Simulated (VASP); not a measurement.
Computed with SCAN meta-GGA, VASP's PBE PAW potentials (set 64) (plane waves; VASP).

VASP input:

File POSCAR:
```
Al
1
    0.0000000000     1.9599810161     1.9599810161
    1.9599810161     0.0000000000     1.9599810161
    1.9599810161     1.9599810161     0.0000000000
Al
1
Direct
  1.0000000000   0.0000000000   0.0000000000
```

KPOINTS:
```
Automatic
0
Gamma
16 16 16
0 0 0
```

INCAR:
```
SYSTEM = Al
PREC = Accurate
ENCUT = 520
EDIFF = 1E-7
NELM = 100
ALGO = Normal
LREAL = .FALSE.
LASPH = .TRUE.
ISMEAR = 1
SIGMA = 0.1
METAGGA = SCAN
LMIXTAU = .TRUE.
LWAVE = .FALSE.
LCHARG = .FALSE.
ISIF = 2
```

POTCAR, in this order: Al (PBE.64 set). Program: vasp_std.

Output

File OUTCAR:
```
 ion  position               nearest neighbor table
   1  0.000  0.000  0.000-
  LATTYP: Found a face centered cubic cell.
 ALAT       =     3.9199620322
 Subroutine PRICEL returns:
 Original cell was already a primitive cell.
 Subroutine GETGRP returns: Found 48 space group operations
The static configuration has the point symmetry O_h .
The dynamic configuration has the point symmetry O_h .
 Subroutine INISYM returns: Found 48 space group operations
 Subroutine IBZKPT returns following result:
 Found    145 irreducible k-points:

 Following reciprocal coordinates:
            Coordinates               Weight
  0.000000  0.000000  0.000000      1.000000
  0.062500  0.000000  0.000000      8.000000
  0.125000  0.000000  0.000000      8.000000
  0.187500  0.000000  0.000000      8.000000
  0.250000  0.000000  0.000000      8.000000
  0.312500  0.000000  0.000000      8.000000
  0.375000  0.000000  0.000000      8.000000
  0.437500  0.000000  0.000000      8.000000
  0.500000  0.000000  0.000000      4.000000
  0.062500  0.062500  0.000000      6.000000
  0.125000  0.062500  0.000000     24.000000
  0.187500  0.062500  0.000000     24.000000
  0.250000  0.062500  0.000000     24.000000
  0.312500  0.062500  0.000000     24.000000
  0.375000  0.062500  0.000000     24.000000
  0.437500  0.062500  0.000000     24.000000
  0.500000  0.062500  0.000000     24.000000
 -0.437500  0.062500  0.000000     24.000000
 -0.375000  0.062500  0.000000     24.000000
 -0.312500  0.062500  0.000000     24.000000
 -0.250000  0.062500  0.000000     24.000000
 -0.187500  0.062500  0.000000     24.000000
 -0.125000  0.062500  0.000000     24.000000
 -0.062500  0.062500  0.000000     12.000000
  0.125000  0.125000  0.000000      6.000000
  0.187500  0.125000  0.000000     24.000000
  0.250000  0.125000  0.000000     24.000000
  0.312500  0.125000  0.000000     24.000000
  0.375000  0.125000  0.000000     24.000000
  0.437500  0.125000  0.000000     24.000000
  0.500000  0.125000  0.000000     24.000000
 -0.437500  0.125000  0.000000     24.000000
 -0.375000  0.125000  0.000000     24.000000
 -0.312500  0.125000  0.000000     24.000000
 -0.250000  0.125000  0.000000     24.000000
 -0.187500  0.125000  0.000000     24.000000
 -0.125000  0.125000  0.000000     12.000000
  0.187500  0.187500  0.000000      6.000000
  0.250000  0.187500  0.000000     24.000000
  0.312500  0.187500  0.000000     24.000000
   k-points           NKPTS =    145   k-points in BZ     NKDIM =    145   number of bands    NBANDS=      5
   number of dos      NEDOS =    301   number of ions     NIONS =      1
   total plane-waves  NPLWV =  13824
   dimension x,y,z NGX =    24 NGY =   24 NGZ =   24
   dimension x,y,z NGXF=    48 NGYF=   48 NGZF=   48
   ions per type =               1
   PREC   = accura    normal or accurate (medium, high low for compatibility)
   ISTART =      0    job   : 0-new  1-cont  2-samecut
   ICHARG =      2    charge: 1-file 2-atom 10-const
   ISPIN  =      1    spin polarized calculation?
   LNONCOLLINEAR =      F non collinear calculations
   LSORBIT =      F    spin-orbit coupling
   INIWAV =      1    electr: 0-lowe 1-rand  2-diag
   ENCUT  =  520.0 eV  38.22 Ry    6.18 a.u.   5.15  5.15  5.15*2*pi/ulx,y,z
   NELM   =    100;   NELMIN=  2; NELMDL= -5     # of ELM steps
   EDIFF  = 0.1E-06   stopping-criterion for ELM
   LREAL  =      F    real-space projection
   NLSPLINE    = F    spline interpolate recip. space projectors
   LMAXMIX     =    2 max onsite mixed and CHGCAR
   VOSKOWN=      0    Vosko Wilk Nusair interpolation
...
```

**OSZICAR**
```
       N       E                     dE             d eps       ncg     rms          rms(c)
DAV:   1    -0.552211269022E+01   -0.55221E+01   -0.87287E+02  1510   0.333E+02
DAV:   2    -0.792913176545E+01   -0.24070E+01   -0.22372E+01  1875   0.333E+01
DAV:   3    -0.795233921137E+01   -0.23207E-01   -0.23214E-01  1970   0.386E+00
DAV:   4    -0.795242476101E+01   -0.85550E-04   -0.85548E-04  1890   0.215E-01
DAV:   5    -0.795242540907E+01   -0.64805E-06   -0.64876E-06  1950   0.162E-02    0.326E+00
DAV:   6    -0.802588097570E+01   -0.73456E-01   -0.15934E-01  1905   0.311E+00    0.219E+00
DAV:   7    -0.805673014784E+01   -0.30849E-01   -0.11456E-01  1705   0.270E+00    0.113E+00
DAV:   8    -0.781670066195E+01    0.24003E+00   -0.13751E-01  1500   0.361E+00    0.156E-01
DAV:   9    -0.773183686644E+01    0.84864E-01   -0.16711E-01  1460   0.500E+00    0.350E-01
DAV:  10    -0.781024822047E+01   -0.78411E-01   -0.16510E-01  1455   0.502E+00    0.188E-01
DAV:  11    -0.794599589215E+01   -0.13575E+00   -0.35135E-01  1540   0.418E+00    0.241E-01
DAV:  12    -0.771935955053E+01    0.22664E+00   -0.14564E-01  1555   0.398E+00    0.340E-01
DAV:  13    -0.775225615124E+01   -0.32897E-01   -0.24380E-02  1575   0.216E+00    0.473E-01
DAV:  14    -0.775108784294E+01    0.11683E-02   -0.48110E-03  1495   0.616E-01    0.416E-01
DAV:  15    -0.774740928131E+01    0.36786E-02   -0.19797E-03  1565   0.557E-01    0.324E-01
DAV:  16    -0.774740755154E+01    0.17298E-05   -0.96528E-06  1945   0.354E-02    0.320E-01
DAV:  17    -0.774745191255E+01   -0.44361E-04   -0.30521E-06  1595   0.287E-02    0.320E-01
DAV:  18    -0.774823487831E+01   -0.78297E-03   -0.82079E-04  1475   0.387E-01    0.378E-01
DAV:  19    -0.774583348358E+01    0.24014E-02   -0.10243E-03  1450   0.382E-01    0.277E-01
DAV:  20    -0.773587312735E+01    0.99604E-02   -0.97404E-03  1450   0.112E+00    0.112E-01
DAV:  21    -0.773073720289E+01    0.51359E-02   -0.30125E-02  1460   0.143E+00    0.108E-01
DAV:  22    -0.773076388408E+01   -0.26681E-04   -0.42616E-03  1560   0.599E-01    0.840E-02
DAV:  23    -0.773114739324E+01   -0.38351E-03   -0.31728E-04  1500   0.225E-01    0.105E-01
DAV:  24    -0.773094298816E+01    0.20441E-03   -0.96542E-05  1580   0.963E-02    0.111E-01
DAV:  25    -0.773164602174E+01   -0.70303E-03   -0.12396E-03  1450   0.551E-01    0.144E-01
DAV:  26    -0.773072502220E+01    0.92100E-03   -0.29268E-03  1470   0.629E-01    0.117E-01
DAV:  27    -0.773100036493E+01   -0.27534E-03   -0.83168E-04  1460   0.371E-01    0.100E-01
DAV:  28    -0.773083129614E+01    0.16907E-03   -0.41019E-04  1550   0.169E-01    0.100E-01
DAV:  29    -0.773085744481E+01   -0.26149E-04   -0.34252E-05  1575   0.761E-02    0.882E-02
DAV:  30    -0.773076637918E+01    0.91066E-04   -0.48600E-04  1465   0.259E-01    0.577E-02
DAV:  31    -0.773076920164E+01   -0.28225E-05   -0.21791E-05  1470   0.698E-02    0.508E-02
DAV:  32    -0.773076535308E+01    0.38486E-05   -0.17193E-05  1460   0.483E-02    0.383E-02
DAV:  33    -0.773076555542E+01   -0.20234E-06   -0.10833E-05  1490   0.545E-02    0.250E-02
DAV:  34    -0.773077044747E+01   -0.48921E-05   -0.34359E-06  1455   0.250E-02    0.200E-02
DAV:  35    -0.773077474139E+01   -0.42939E-05   -0.27305E-06  1535   0.206E-02    0.138E-02
DAV:  36    -0.773077725358E+01   -0.25122E-05   -0.91856E-06  1450   0.358E-02    0.577E-03
DAV:  37    -0.773077991197E+01   -0.26584E-05   -0.30913E-06  1570   0.282E-02    0.193E-03
DAV:  38    -0.773078045273E+01   -0.54076E-06   -0.68733E-07  1490   0.120E-02    0.195E-03
DAV:  39    -0.773078039506E+01    0.57678E-07   -0.47811E-07  1470   0.986E-03
   1 F= -.77307804E+01 E0= -.77308748E+01  d E =0.283174E-03
```

File OUTCAR:
```
------------------------ aborting loop because EDIFF is reached ----------------------------------------
  FORCE on cell =-STRESS in cart. coord.  units (eV):
  Direction    XX          YY          ZZ          XY          YZ          ZX
  --------------------------------------------------------------------------------------
  Total        0.5804987      0.5804987      0.5804987      0.0000000      0.0000000     -0.0000000
  in kB       61.7626998     61.7626998     61.7626998      0.0000000      0.0000000     -0.0000000
  external PRESSURE =      61.7626998 kB  Pullay stress =       0.0000000 kB
  volume of cell :       15.06
      direct lattice vectors                 reciprocal lattice vectors
     0.000000000  1.959981016  1.959981016    -0.255104512  0.255104512  0.255104512
     1.959981016  0.000000000  1.959981016     0.255104512 -0.255104512  0.255104512
     1.959981016  1.959981016  0.000000000     0.255104512  0.255104512 -0.255104512
 POSITION                                       TOTAL-FORCE (eV/Angst)
 -----------------------------------------------------------------------------------
      0.00000      0.00000      0.00000         0.000000     -0.000000      0.000000
 -----------------------------------------------------------------------------------
    total drift:                               -0.000000      0.000000      0.000000
  FREE ENERGIE OF THE ION-ELECTRON SYSTEM (eV)
  ---------------------------------------------------
  free  energy   TOTEN  =        -7.7307803951 eV

  energy  without entropy=       -7.7310635686  energy(sigma->0) =       -7.73087479
```
(Selected blocks of OUTCAR.)

### OUTCAR
```
 val. band max:        8.9511381059   @ k =  -0.2500   0.3125   0.1250

 cond. band min:       9.0245554432   @ k =  -0.3125   0.4375   0.1250


 Fermi energy:         9.0208373897

 k-point     1 :       0.0000    0.0000    0.0000
  band No.  band energies     occupation
      1      -3.2180      2.00000
      2      22.6671      0.00000
      3      22.6671      0.00000
      4      22.6671      0.00000
      5      24.9676      0.00000

 k-point     2 :       0.0625    0.0000    0.0000
  band No.  band energies     occupation
      1      -3.1010      2.00000
      2      20.8150      0.00000
      3      22.3676      0.00000
      4      22.3676      0.00000
      5      25.3143      0.00000

 k-point     3 :       0.1250    0.0000    0.0000
  band No.  band energies     occupation
      1      -2.7509      2.00000
      2      18.0768      0.00000
      3      21.8377      0.00000
      4      21.8377      0.00000
      5      25.1188      0.00000

 k-point     4 :       0.1875    0.0000    0.0000
  band No.  band energies     occupation
      1      -2.1695      2.00000
      2      15.3542      0.00000
      3      21.3777      0.00000
      4      21.3777      0.00000
      5      24.8138      0.00000

 k-point     5 :       0.2500    0.0000    0.0000
  band No.  band energies     occupation
      1      -1.3599      2.00000
      2      12.7557      0.00000
      3      21.0668      0.00000
      4      21.0668      0.00000
      5      24.5725      0.00000

 k-point     6 :       0.3125    0.0000    0.0000
  band No.  band energies     occupation
      1      -0.3265      2.00000
      2      10.3170     -0.00000
      3      20.9271      0.00000
      4      20.9271      0.00000
      5      24.1023      0.00000

 k-point     7 :       0.3750    0.0000    0.0000
  band No.  band energies     occupation
      1       0.9249      2.00000
      2       8.0568      2.00000
      3      20.9643      0.00000
...
```

The compound is Al in the fcc structure. This cell is one point of a volume scan, at 0.94 of the reference volume.
